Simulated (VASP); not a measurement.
VASP runs on GeMo$_{2}$ (space group P4/nmm) share one base input (PBE GGA, plane waves, VASP's PBE PAW potentials (set 64)) and change the settings named in each case.

File KPOINTS:
```
Automatic mesh
0
Gamma
3 3 2
0 0 0
```

POSCAR:
```
GeMo2
1
    4.1188000000     0.0000000000     0.0000000000
    0.0000000000     4.1188000000     0.0000000000
    0.0000000000     0.0000000000     6.2846560000
Mo Ge
4 2
Direct
  0.0000000000   0.0000000000   0.0000000000
  0.5000000000   0.5000000000   0.0000000000
  0.5000000000   0.0000000000   0.2700000000
  0.0000000000   0.5000000000   0.7300000000
  0.5000000000   0.0000000000   0.7000000000
  0.0000000000   0.5000000000   0.3000000000
```

### INCAR
```
ALGO = Normal
EDIFF = 1E-6
ENCUT = 300
GGA = PE
ISIF = 2
ISMEAR = -1
LASPH = .TRUE.
LCHARG = .FALSE.
LMAXMIX = 4
LREAL = .FALSE.
LWAVE = .FALSE.
NELM = 100
PREC = Accurate
SIGMA = 0.1
SYSTEM = GeMo2
```

POTCAR, in this order: Mo_sv Ge_d (PBE.64 set). Program: vasp_std.

```
change                                                                                                                                                              E(σ→0) (eV/atom)  pressure (GPa)  largest force (eV/Å)    −TS (eV)
------------------------------------------------------------------------------------------------------------------------------------------------------------------  ----------------  --------------  --------------------  ----------
base run                                                                                                                                                                     -8.5848           -5.04                 0.647     -0.1827
GGA = PS                                                                                                                                                                     -9.2728          -10.76                 0.410     -0.1819
GGA_COMPAT = .FALSE., LNONCOLLINEAR = .TRUE., LSORBIT = .TRUE., MAGMOM = 0.0 0.0 0.0 0.0 0.0 0.0 0.0 0.0 0.0 0.0 0.0 0.0 0.0 0.0 0.0 0.0 0.0 0.0, program vasp_ncl           -8.6574           -4.98                 0.663     -0.1839
KPOINTS 6×6×4 Γ-centred mesh                                                                                                                                                 -8.5889      (withheld)            (withheld)  (withheld)
```

### Question
Fill in the missing entries.

### Answer

- KPOINTS 6×6×4 Γ-centred mesh, pressure (GPa): -4.93
- KPOINTS 6×6×4 Γ-centred mesh, largest force (eV/Å): 0.600
- KPOINTS 6×6×4 Γ-centred mesh, −TS (eV): -0.1488

Energies of different potentials or functionals have different zeros.  At 300 eV the pressure can carry a Pulay error.

Left out are runs that ran out of time, are held back, or changed the cell or the kind of run, fixed moments of cells without a moment, rows past the twelfth, gaps on odd meshes, pressures of charged cells and columns that move by less than the noise.

The structure was generated: GeMo2 was put into an ordered model structure, which need not be its known phase. The cell was not relaxed at this level, forces remain on its atoms.
